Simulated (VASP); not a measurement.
Data:

```
AlLi3
1.0
    3.90386     0.00000     0.00000
    0.00000     3.90386     0.00000
    0.00000     0.00000     3.90386
Li Al
3 1
Direct
  0.00513   0.50959   0.49365
  0.50163   0.49472   0.00519
  0.49375   0.99873   0.50339
  0.99949   0.99697   0.99777
```

Calculation: PBE GGA, VASP's PBE PAW potentials (set 64) (plane waves; VASP 6.6.1). Numerical set-up: 400 eV cut-off, 7×7×7 Γ-centred mesh, Gaussian smearing of 0.10 eV, potentials Li_sv Al.

At this cut-off the stress carries a Pulay error, which pulls relaxed volumes low.

**Question.** Give the force on each atom (eV/Å).

**Answer.** 
```csv
atom,Fx,Fy,Fz
Li1,-0.099,-0.185,0.118
Li2,0.000,0.055,-0.089
Li3,0.128,0.045,-0.041
Al4,-0.030,0.084,0.012
```

**Question.** Give the stress tensor in GPa (positive for a compressed cell).

**Answer.** 
```
 0.73   0.00  -0.01
 0.00   0.73   0.00
-0.01   0.00   0.75
```
The pressure is its mean diagonal, 0.74 GPa.

The structure was generated: Li3Al was put into an ordered model structure, which need not be its known phase. The cell was not relaxed at this level, atoms are displaced from their ideal sites.
